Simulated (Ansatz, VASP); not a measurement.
## Cross-check of AlSi90Ge23 (amorphous Si0.8Ge0.2) between VASP and Ansatz

Aim: how closely do two programs agree when they are given the same cell, functional and k mesh? The structure shown is the start of the Ansatz relaxation below; VASP solves that cell, so the two are compared at the walk's first step.

Main program and level: Ansatz 0.2.0; plane waves, with VASP 6.6.1 beside it; single point at PBE.

## Step 1: Starting point

The cell holds 114 atoms: 90 Si, 1 Al and 23 Ge. Its edges and angles: a = 13.435 Å, b = 13.435 Å, c = 13.435 Å, α = 90.0°, β = 90.0°, γ = 90.0°. It derives from Si91Ge23 (amorphous Si0.8Ge0.2). As first built, before any earlier steps moved the atoms (in the runner's words): 114 atoms (91 Si, 23 Ge) placed at random at 2.89 g/cm^3, melted at 3500 K for 10 ps at fixed volume with the Tersoff potential (Tersoff, Phys. Rev. B 39, 5566 (1989)). Quenched from 3100 K to 500 K at 50 K/ps and fixed volume, held 5 ps, then minimised at fixed cell. Nearest the centre at fractional (0.755, 0.639, 0.903): Al91 at 0.00 Å, Si44 at 2.36 Å, Ge109 at 2.39 Å, Ge103 at 2.41 Å, Ge104 at 2.44 Å, Si3 at 3.44 Å, Si77 at 3.60 Å, Si78 at 3.61 Å.

## Step 2: Ansatz: relaxation, PBE

Ansatz runs on its PAW soft_1 files.

The two programs are compared at the cell with which this relaxation starts, whose forces are those of its first step.

input.yaml

```yaml
crystal:
  lattice:
    - [13.4349, 0.0, 0.0]
    - [0.0, 13.4349, 0.0]
    - [0.0, 0.0, 13.4349]
  atoms:
    - { symbol: Si, position: [0.78749, 0.74737, 0.65442] }
    - { symbol: Si, position: [0.62123, 0.01072, 0.14961] }
    - { symbol: Si, position: [0.86543, 0.84122, 0.79123] }
    - { symbol: Si, position: [0.79133, 0.48049, 0.50586] }
    - { symbol: Si, position: [0.46707, 0.6607, 0.59128] }
[... 3 atom lines left out ...]
    - { symbol: Si, position: [0.07083, 0.71142, 0.63919] }
[... 7 atom lines left out ...]
    - { symbol: Si, position: [0.01653, 0.36914, 0.11193] }
    - { symbol: Al, position: [0.75496, 0.63878, 0.90281] }
    - { symbol: Si, position: [0.92853, 0.28976, 0.98089] }
[... 4 atom lines left out ...]
    - { symbol: Si, position: [0.06343, 0.33286, 0.43351] }
[... 3 atom lines left out ...]
    - { symbol: Si, position: [0.23056, 0.44276, 0.70682] }
[... 2 atom lines left out ...]
    - { symbol: Si, position: [0.90166, 0.25397, 0.71428] }
[... 1 atom line left out ...]
    - { symbol: Si, position: [0.45416, 0.94443, 0.12513] }
[... 8 atom lines left out ...]
    - { symbol: Si, position: [0.2765, 0.86493, 0.41668] }
    - { symbol: Si, position: [0.44448, 0.33383, 0.99233] }
    - { symbol: Si, position: [0.53402, 0.54826, 0.71662] }
    - { symbol: Si, position: [0.66266, 0.76842, 0.97647] }
[... 1 atom line left out ...]
    - { symbol: Si, position: [0.19707, 0.57779, 0.95424] }
    - { symbol: Si, position: [0.94211, 0.78094, 0.25439] }
[... 5 atom lines left out ...]
    - { symbol: Si, position: [0.35961, 0.12518, 0.81392] }
[... 1 atom line left out ...]
    - { symbol: Si, position: [0.38889, 0.08811, 0.64022] }
[... 2 atom lines left out ...]
    - { symbol: Si, position: [0.01418, 0.00776, 0.43509] }
[... 2 atom lines left out ...]
    - { symbol: Si, position: [0.96439, 0.0341, 0.16017] }
[... 1 atom line left out ...]
    - { symbol: Si, position: [0.17939, 0.00444, 0.37252] }
[... 1 atom line left out ...]
    - { symbol: Si, position: [0.23526, 0.71059, 0.33878] }
[... 2 atom lines left out ...]
    - { symbol: Si, position: [0.5331, 0.26522, 0.14667] }
    - { symbol: Si, position: [0.79703, 0.46108, 0.6847] }
    - { symbol: Si, position: [0.74315, 0.29503, 0.77183] }
[... 2 atom lines left out ...]
    - { symbol: Si, position: [0.33879, 0.9537, 0.75518] }
    - { symbol: Si, position: [0.92596, 0.71883, 0.54019] }
[... 1 atom line left out ...]
    - { symbol: Si, position: [0.69442, 0.24176, 0.35411] }
    - { symbol: Si, position: [0.78508, 0.89785, 0.96362] }
    - { symbol: Si, position: [0.63451, 0.54537, 0.12413] }
    - { symbol: Si, position: [0.99478, 0.34768, 0.82836] }
    - { symbol: Si, position: [0.08577, 0.53303, 0.65495] }
[... 1 atom line left out ...]
    - { symbol: Si, position: [0.57751, 0.1395, 0.26843] }
    - { symbol: Si, position: [0.51103, 0.76723, 0.88909] }
    - { symbol: Si, position: [0.45127, 0.60258, 0.86056] }
    - { symbol: Si, position: [0.49207, 0.37199, 0.70369] }
[... 4 atom lines left out ...]
    - { symbol: Si, position: [0.66105, 0.15403, 0.86649] }
[... 5 atom lines left out ...]
    - { symbol: Ge, position: [0.71296, 0.86741, 0.22251] }
[... 5 atom lines left out ...]
    - { symbol: Ge, position: [0.70302, 0.60212, 0.73538] }
    - { symbol: Ge, position: [0.92761, 0.66279, 0.85071] }
[... 1 atom line left out ...]
    - { symbol: Ge, position: [0.68611, 0.85447, 0.54721] }
[... 2 atom lines left out ...]
    - { symbol: Ge, position: [0.77958, 0.50899, 0.02203] }
[... 2 atom lines left out ...]
    - { symbol: Ge, position: [0.94696, 0.53586, 0.1065] }
[... 1 atom line left out ...]
    - { symbol: Ge, position: [0.57625, 0.10788, 0.61574] }
kpoints:
  mp_grid: { grid: [1, 1, 1] }
hamiltonian:
  xc: pbe
  pseudopotentials: { kind: paw, azcp: { folder: soft_1 } }
scf:
  occupations: { method: gaussian, width: 0.025 }
output:
  forces: true
  eigenvalues: true
relax:
  f_tol: 0.05
  max_steps: 90
```

On the command line:

```sh
> ansatz run input.yaml --threads 4 --pin off --max-ram 15872MiB --backend cpu --events-out ev --progress --plain --runs-dir out
```

Numbers of over 12 decimals in the logs are rounded to 6 here.

Log:

```text
Engine: ansatz 0.2.0, aarch64-unknown-linux-gnu
Pseudopotentials: kind: paw
Pseudopotential: Si, paw, valence charge 4, recommended cutoff 420 eV (normal), soft_1/Si.paw.azcp
Pseudopotential: Al, paw, valence charge 3, recommended cutoff 420 eV (normal), soft_1/Al.paw.azcp
Pseudopotential: Ge, paw, valence charge 14, recommended cutoff 420 eV (normal), soft_1/Ge.paw.azcp
Functional definition: PBE
  parameter kappa = 0.804
  parameter beta = 0.066725
  exchange = pbe_x(kappa = kappa, mu = beta*pi^2/3)
  correlation = pbe_c(beta = beta)
Crystal: 114 atoms, lattice volume = 2424.953 Å³
Basis set: ecut = 420 eV, 47401 PW (Γ), exchange–correlation on 180×180×180 points (8 copies of the dense FFT grid, shifted against one another)
Bands: 457, of which v1, the nominal top of the filled ones, is band 343 counted from 1 (342 counted from 0)
Symmetry: 1 space group operations
Space group: P1 (ITA 1), of the structure as read, at distance tolerance 1.3e-4 Å
k-points: 1
Non-local potential: Si, projectors of the file, l = 0: 2, l = 1: 2, l = 2: 1
Non-local potential: Al, projectors of the file, l = 0: 2, l = 1: 2, l = 2: 1
Non-local potential: Ge, projectors of the file, l = 0: 2, l = 1: 2, l = 2: 3, l = 3: 1
PAW form: soft (Blöchl's): semilocal exchange-correlation on the pseudo side does not see the compensation charge
PAW one-centre angular grid: Si, 110 points (default); XC on 64 Gauss nodes
PAW one-centre angular grid: Al, 110 points (default); XC on 64 Gauss nodes
PAW one-centre angular grid: Ge, 590 points (default); XC on 64 Gauss nodes
Initial density: superposition of atomic densities (chi_scale 0.1, normalization cell, long waves kept (reshape's long-wave potential 0.19 eV rms))
Initial wavefunctions: pseudopotential atomic-orbital guess
Functional: x = pbe(κ = 0.804, μ = 0.219515), c = pbe(β = 0.066725)
SCF iter   1: F=—  HF=-156525.719197 eV  |F-HF|=—  |Δ(HF+E_count)|=         —  Δρ=3.93e-2  dr2=6.30e1  ethr=3.10e-3  ⟨swp⟩=6.0  Hψ=1955  notcnv=0  defer=68
preconditioner: auto → Resta (q_TF=auto, 2.210 Å⁻¹)  ε∞=5.4  [insulator: Δε(μ)=0.129 eV  Ē_g=7.630 eV  σ=0.025 eV  W_gap=0.50  n_scr=460 (ndim 8)  ℏωp=16.1 eV  f_vac=0.002  D(μ)=45.20/eV (n_scr^D=250)  ε∞_Penn≈5.4]
SCF iter   2: F=—  HF=-156517.450544 eV  |F-HF|=—  |Δ(HF+E_count)|=    8.27e0  Δρ=2.28e-2  dr2=1.59e1  ethr=3.10e-3  ⟨swp⟩=2.0  Hψ=532  notcnv=0  defer=108
SCF iter   3: F=—  HF=-156514.459695 eV  |F-HF|=—  |Δ(HF+E_count)|=    2.99e0  Δρ=3.92e-3  dr2=9.29e-1  ethr=2.32e-3  ⟨swp⟩=2.0  Hψ=465  notcnv=0  defer=108
SCF iter   4: F=—  HF=-156514.368106 eV  |F-HF|=—  |Δ(HF+E_count)|=   9.16e-2  Δρ=1.78e-3  dr2=1.69e-1  ethr=1.36e-4  ⟨swp⟩=3.0  Hψ=699  notcnv=0  defer=108
SCF iter   5: F=—  HF=-156514.370648 eV  |F-HF|=—  |Δ(HF+E_count)|=   2.54e-3  Δρ=7.65e-4  dr2=3.19e-2  ethr=2.47e-5  ⟨swp⟩=2.0  Hψ=698  notcnv=0  defer=108
SCF iter   6: F=—  HF=-156514.392534 eV  |F-HF|=—  |Δ(HF+E_count)|=   2.19e-2  Δρ=2.75e-4  dr2=6.03e-3  ethr=4.66e-6  ⟨swp⟩=2.0  Hψ=806  notcnv=0  defer=108
SCF iter   7: F=—  HF=-156514.396511 eV  |F-HF|=—  |Δ(HF+E_count)|=   3.98e-3  Δρ=1.23e-4  dr2=1.34e-3  ethr=8.80e-7  ⟨swp⟩=2.0  Hψ=692  notcnv=0  defer=108
SCF iter   8: F=—  HF=-156514.397356 eV  |F-HF|=—  |Δ(HF+E_count)|=   8.45e-4  Δρ=4.25e-5  dr2=1.50e-4  ethr=1.96e-7  ⟨swp⟩=2.0  Hψ=692  notcnv=0  defer=108
SCF iter   9: F=—  HF=-156514.397575 eV  |F-HF|=—  |Δ(HF+E_count)|=   2.19e-4  Δρ=1.63e-5  dr2=2.20e-5  ethr=2.19e-8  ⟨swp⟩=2.0  Hψ=675  notcnv=0  defer=108
SCF iter  10: F=-156514.397611 eV  HF=-156514.397610 eV  |F-HF|=6.55e-7  |Δ(HF+E_count)|=   3.46e-5  Δρ=5.88e-6  dr2=3.18e-6  ethr=3.21e-9  ⟨swp⟩=15.0  Hψ=2787  notcnv=0
SCF 1 converged in 10 iterations: F = -156514.397611 eV  dr2 = 3.18e-6
  greatest PAW one-centre occupation: 0.998 electrons in one spin orbital (limit 2), on the Ge atom at site 109 (counted from 0), in its partial waves of l = 2
relax step   1: F+E_penalty+E_count = -156514.39761071 eV  Δ(F+E_penalty+E_count) = +0.000e0 eV  max|allowed force component| = 6.455e-1 eV/Å  Δτ_max = 0.0000 Å  (10 SCF iters, dr2 threshold 6.25e-5 eV, accepted)
Initial density: handed on by an earlier stage of this run
Initial wavefunctions: those handed on with the density
iter 1 solved again at ethr=2.05e-5 eV; its pass at ethr=3.10e-3 eV (dr2=1.40e-1 eV) is discarded
SCF iter   1: F=—  HF=-156514.583693 eV  |F-HF|=—  |Δ(HF+E_count)|=         —  Δρ=1.98e-3  dr2=1.42e-1  ethr=2.05e-5  ⟨swp⟩=2.0  Hψ=1224  notcnv=0  defer=108
preconditioner: auto → LDOS  [insulator: Δε(μ)=0.140 eV  Ē_g=7.525 eV  σ=0.025 eV  W_gap=0.50  n_scr=460 (ndim 8)  ℏωp=16.1 eV  f_vac=0.013  D(μ)=45.14/eV (n_scr^D=250)  ε∞_Penn≈5.6  β→1.0]
SCF iter   2: F=—  HF=-156514.568564 eV  |F-HF|=—  |Δ(HF+E_count)|=   1.51e-2  Δρ=6.67e-4  dr2=2.52e-2  ethr=2.05e-5  ⟨swp⟩=2.0  Hψ=593  notcnv=0  defer=108
[...]
- { symbol: Si, position: [0.065491, 0.716997, 0.634142] }
    - { symbol: Si, position: [0.286257, 0.584614, 0.798041] }
    - { symbol: Si, position: [0.349363, 0.220869, 0.126469] }
    - { symbol: Si, position: [0.283712, 0.703066, 0.055375] }
    - { symbol: Si, position: [0.386823, 0.501914, 0.169620] }
    - { symbol: Si, position: [0.047497, 0.064102, 0.887650] }
    - { symbol: Si, position: [0.943248, 0.116028, 0.316871] }
    - { symbol: Si, position: [0.066024, 0.051763, 0.606848] }
    - { symbol: Si, position: [0.018384, 0.361329, 0.113988] }
    - { symbol: Al, position: [0.757036, 0.653671, 0.903185] }
    - { symbol: Si, position: [0.929435, 0.288307, 0.978903] }
    - { symbol: Si, position: [0.128016, 0.783213, 0.036763] }
    - { symbol: Si, position: [0.081563, 0.496236, 0.485298] }
    - { symbol: Si, position: [0.752534, 0.801328, 0.387486] }
    - { symbol: Si, position: [0.291660, 0.207812, 0.558491] }
    - { symbol: Si, position: [0.066309, 0.328692, 0.436412] }
    - { symbol: Si, position: [0.045268, 0.632514, 1.001766] }
    - { symbol: Si, position: [0.292892, 0.661889, 0.624078] }
    - { symbol: Si, position: [0.924240, 0.845861, 0.412157] }
    - { symbol: Si, position: [0.229799, 0.445759, 0.707728] }
    - { symbol: Si, position: [0.398168, 0.826326, 0.00481402] }
    - { symbol: Si, position: [0.143282, 0.301169, 0.751041] }
    - { symbol: Si, position: [0.902358, 0.255547, 0.708526] }
    - { symbol: Si, position: [0.477667, 0.512663, 0.016122] }
    - { symbol: Si, position: [0.450944, 0.942874, 0.124666] }
[...]
- { symbol: Si, position: [0.509529, 0.767539, 0.887711] }
    - { symbol: Si, position: [0.451040, 0.602599, 0.860109] }
    - { symbol: Si, position: [0.491898, 0.376168, 0.700638] }
    - { symbol: Si, position: [0.629290, 0.025743, 0.768186] }
    - { symbol: Si, position: [0.188877, 0.947805, 0.703206] }
    - { symbol: Si, position: [0.200557, 0.173492, 0.855973] }
    - { symbol: Si, position: [0.341971, 0.439006, 0.440235] }
    - { symbol: Si, position: [0.662175, 0.162737, 0.866807] }
    - { symbol: Ge, position: [0.422529, 0.902367, 0.296287] }
    - { symbol: Ge, position: [0.537948, 0.426372, 0.229496] }
    - { symbol: Ge, position: [0.627720, 0.286851, 0.631171] }
    - { symbol: Ge, position: [0.531701, 0.626701, 0.429433] }
    - { symbol: Ge, position: [0.140822, 0.981614, 0.200292] }
    - { symbol: Ge, position: [0.712196, 0.867829977625, 0.221752] }
    - { symbol: Ge, position: [0.293827, 0.146790, 0.387811] }
    - { symbol: Ge, position: [0.411052, 0.949389, 0.517827] }
    - { symbol: Ge, position: [0.117297, 0.794172, 0.215423] }
    - { symbol: Ge, position: [0.297593, 0.041240, 0.105152] }
    - { symbol: Ge, position: [0.812706, 0.143618, 0.438479] }
    - { symbol: Ge, position: [0.700703, 0.604979, 0.734163] }
    - { symbol: Ge, position: [0.939352, 0.648097, 0.864247] }
    - { symbol: Ge, position: [0.280440, 0.946521, 0.939774] }
    - { symbol: Ge, position: [0.683210, 0.854149, 0.540569] }
    - { symbol: Ge, position: [0.234179, 0.321711, 0.350117] }
    - { symbol: Ge, position: [0.499587, 0.256203, 0.846406] }
    - { symbol: Ge, position: [0.782933, 0.513747, 0.024003] }
    - { symbol: Ge, position: [0.895050, 0.296545, 0.525097] }
    - { symbol: Ge, position: [0.493091, 0.733830, 0.278978] }
    - { symbol: Ge, position: [0.950517, 0.528179, 0.113301] }
    - { symbol: Ge, position: [0.948271, 0.086713, 0.739285] }
    - { symbol: Ge, position: [0.578105, 0.111749, 0.613565] }
```

## Step 3: VASP: single point, PBE, start cell

The same cell, functional, mesh and smearing now go to VASP, with its own data sets.

Lines of VASP's logs that name or quote its potential files are left out, and so is its time.

INCAR

```
SYSTEM = AlSi90Ge23
PREC = Accurate
ENCUT = 410
EDIFF = 1E-06
NELM = 120
ISMEAR = 0
SIGMA = 0.025
LREAL = Auto
ALGO = Normal
GGA = PE
NBANDS = 432
LORBIT = 11
LWAVE = .FALSE.
LCHARG = .FALSE.
ISIF = 2
LASPH = .TRUE.
GGA_COMPAT = .FALSE.
NCORE = 4
```

POSCAR

```
AlSi90Ge23
1.0
   13.4349000000      0.0000000000      0.0000000000
    0.0000000000     13.4349000000      0.0000000000
    0.0000000000      0.0000000000     13.4349000000
Si Al Ge
90 1 23
Direct
    0.7874863229      0.7473669324      0.6544224371
    0.6212327595      0.0107183529      0.1496103432
    0.8654325674      0.8412195104      0.7912303032
    0.7913270661      0.4804873873      0.5058615993
    0.4670671162      0.6606971395      0.5912809176
[... 3 atom lines left out ...]
    0.0708304491      0.7114232335      0.6391934439
[... 7 atom lines left out ...]
    0.0165315708      0.3691430528      0.1119323553
    0.9285294271      0.2897602513      0.9808930472
    0.1183484805      0.7811818473      0.0512322384
[... 4 atom lines left out ...]
    0.0373876992      0.6404662484      0.9892667605
[... 3 atom lines left out ...]
    0.3981868120      0.8310668483      0.0025902686
[... 2 atom lines left out ...]
    0.4787977581      0.5094194970      0.0153406427
[... 1 atom line left out ...]
    0.7976017685      0.9905916680      0.7160306366
[... 8 atom lines left out ...]
    0.4444766987      0.3338320345      0.9923334003
    0.5340196057      0.5482586398      0.7166186574
    0.6626621709      0.7684165867      0.9764717266
    0.8693105271      0.8873382013      0.1302279883
[... 1 atom line left out ...]
    0.9421134508      0.7809436617      0.2543896866
    0.7623205234      0.3469322436      0.9489612874
[... 5 atom lines left out ...]
    0.9494525452      0.5047599908      0.7606904406
[... 1 atom line left out ...]
    0.9002597712      0.6110279943      0.2624805544
[... 2 atom lines left out ...]
    0.0455008969      0.8369098393      0.7662505862
[... 2 atom lines left out ...]
    0.6253935645      0.7258930100      0.1456207341
[... 1 atom line left out ...]
    0.5202271695      0.8283128270      0.6000193526
[... 1 atom line left out ...]
    0.5066878056      0.8870702424      0.7626926884
[... 2 atom lines left out ...]
    0.7970286344      0.4610827025      0.6847017842
    0.7431465809      0.2950301082      0.7718330617
    0.7475604582      0.5224303865      0.2732882269
[... 2 atom lines left out ...]
    0.9259614884      0.7188293177      0.5401901019
    0.1141206857      0.8990167400      0.9181088062
[... 1 atom line left out ...]
    0.7850821368      0.8978481418      0.9636171464
    0.6345116078      0.5453706392      0.1241319251
    0.9947822462      0.3476765737      0.8283574868
    0.0857691535      0.5330296467      0.6549509114
    0.7115125531      0.2560123261      0.0929072788
[... 1 atom line left out ...]
    0.5110272499      0.7672331018      0.8890873769
    0.4512724322      0.6025798480      0.8605572055
    0.4920691631      0.3719863936      0.7036896441
    0.6272916062      0.0165911172      0.7672777617
[... 4 atom lines left out ...]
    0.7549590991      0.6387766191      0.9028128233
[... 5 atom lines left out ...]
    0.7129565535      0.8674124854      0.2225100298
[... 5 atom lines left out ...]
    0.7030197471      0.6021183634      0.7353832183
    0.9276064578      0.6627887070      0.8507097187
[... 1 atom line left out ...]
    0.6861085680      0.8544685855      0.5472091344
[... 2 atom lines left out ...]
    0.7795815376      0.5089877855      0.0220321699
[... 2 atom lines left out ...]
    0.9469590395      0.5358581009      0.1064987458
[... 1 atom line left out ...]
    0.5762528936      0.1078831997      0.6157396036
```

KPOINTS

```
Automatic mesh
0
Gamma
1 1 1
0 0 0
```

Potentials, in the order of the species: Si, Al and Ge_d (PBE family, release 64).

On the command line:

```sh
> mpirun -np 16 vasp_gam
```

Log:

```text
[banner, memory and clock lines left out]
running   16 mpi-ranks, on    1 nodes
[...]
LDA part: xc-table for (Slater+PW92), standard interpolation
 POSCAR, INCAR and KPOINTS ok, starting setup
[...]
entering main loop
       N       E                     dE             d eps       ncg     rms          rms(c)
DAV:   1     0.110331779349E+05    0.11033E+05   -0.21164E+05   976   0.243E+03
DAV:   2     0.184367778665E+04   -0.91895E+04   -0.88618E+04   864   0.645E+02
DAV:   3    -0.266282782667E+03   -0.21100E+04   -0.19518E+04  1008   0.215E+02
DAV:   4    -0.559521043344E+03   -0.29324E+03   -0.27969E+03  1112   0.820E+01
[...]
DAV:  17    -0.564962216958E+03   -0.46553E-05   -0.48083E-06   896   0.459E-03    0.225E-03
DAV:  18    -0.564962218184E+03   -0.12255E-05   -0.71381E-07   640   0.204E-03    0.108E-03
DAV:  19    -0.564962218442E+03   -0.25824E-06   -0.33811E-07   576   0.109E-03
   1 F= -.56496222E+03 E0= -.56495374E+03  d E =-.169496E-01
```

Parts of OUTCAR (step 3):

```text
  FREE ENERGIE OF THE ION-ELECTRON SYSTEM (eV)
  ---------------------------------------------------
  free  energy   TOTEN  =      -564.9622184419 eV

  energy  without entropy=     -564.9452688413  energy(sigma->0) =     -564.95374364
```

The run ends at a pressure of -1.23 GPa, with forces up to 0.97 eV/Å.

## Step 4: Comparison

Known differences besides the potentials themselves: the cutoff is 420 eV in Ansatz and 410 eV in VASP (PREC = Accurate, projectors in real space). Total energies have different zeros and are not compared.

Forces on 10 of the 114 atoms, those with the largest forces and the largest differences (eV/Å; atoms numbered as in POSCAR):

```
 atom          Ansatz x, y, z            VASP x, y, z
 Si37   0.017, -0.035, -0.041   0.017, -0.032, -0.033
 Si43   0.101, -0.007, -0.109   0.104, -0.005, -0.106
 Si44    -0.535, 0.630, 0.502    -0.540, 0.629, 0.500
 Si50   -0.049, 0.002, -0.022   -0.050, 0.007, -0.030
 Si59   -0.087, -0.160, 0.039   -0.087, -0.159, 0.042
 Si69   -0.035, 0.113, -0.104   -0.034, 0.120, -0.100
 Ge96   -0.007, 0.037, -0.021   -0.008, 0.037, -0.013
Ge103  -0.212, -0.086, -0.535  -0.212, -0.092, -0.537
Ge104   0.645, -0.050, -0.084   0.648, -0.055, -0.080
Ge109    0.144, -0.310, 0.455    0.138, -0.309, 0.452
```

The forces differ by 2.7 meV/Å r.m.s., which is 3.1 % of the r.m.s. force of 0.086 eV/Å (both taken over all components).

## Step 5: Summary of results

| Item | Value |
| --- | --- |
| r.m.s. force difference (single point, PBE, start cell) | 2.7 meV/Å |

**Reading.** The r.m.s. force difference is 2.7 meV/Å (single point, PBE, start cell), within the 12 meV/Å picked in this series as the mark of a large difference. 1 further run of this series is not shown here. How closely two codes agree says nothing of how well the functional describes the real material.

[Lines on the potential files, build, host, timing and source positions are cut from VASP's logs without a mark.]

[Logs are printed without paths, hosts, clocks, repeated set-up lines and the standing remarks that a program may print on its own settings, such as how far it seeks lower states.]

[Hosts, paths, dates, database ids (printed as entryN), source tags and the programs' standing remarks are cut or masked in the printed files.]
